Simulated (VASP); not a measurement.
```
CELL_PARAMETERS angstrom
      4.54183     0.00000     0.00000
      0.00000     4.54183     0.00000
      0.00000     0.00000     4.54183
ATOMIC_POSITIONS crystal
  Fe 0.86509 0.63491 0.36509
  Fe 0.36509 0.86509 0.63491
  Fe 0.13491 0.13491 0.13491
  Fe 0.63491 0.36509 0.86509
  Ge 0.16143 0.33857 0.66143
  Ge 0.66143 0.16143 0.33857
  Ge 0.83857 0.83857 0.83857
  Ge 0.33857 0.66143 0.16143
```

Computed with LDA (Ceperley-Alder, Perdew-Zunger), VASP's LDA PAW potentials (set 64) (plane waves; VASP). Numerical set-up: 500 eV cut-off, 5×5×5 Γ-centred mesh, Gaussian smearing of 0.050 eV, potentials Fe Ge_d.

Energy and stress use the plane-wave basis of the starting cell.

Task: The ions, cell shape and volume at an external pressure of 5.0 GPa are relaxed. Predict the relaxed structure.

Result: 
```
CELL_PARAMETERS angstrom
      4.50791     0.00000     0.00000
      0.00000     4.50791     0.00000
      0.00000     0.00000     4.50791
ATOMIC_POSITIONS crystal
  Fe 0.86421 0.63579 0.36421
  Fe 0.36421 0.86421 0.63579
  Fe 0.13579 0.13579 0.13579
  Fe 0.63579 0.36421 0.86421
  Ge 0.16094 0.33906 0.66094
  Ge 0.66094 0.16094 0.33906
  Ge 0.83906 0.83906 0.83906
  Ge 0.33906 0.66094 0.16094
```
Space group P2_13 (198), at a tolerance of 0.03 Å.

Task: How do energy and volume change from the first to the last step?

Result: The energy (σ→0) changes by +4.1 meV/atom and the volume by -2.2 %, in 6 ionic steps.

The compound is FeGe in the B20 structure. This run relaxes it under an external pressure of 5 GPa. Symmetry was kept, so distortions that lower it aren't found. The run is not spin-polarised, so no magnetic state was tried.
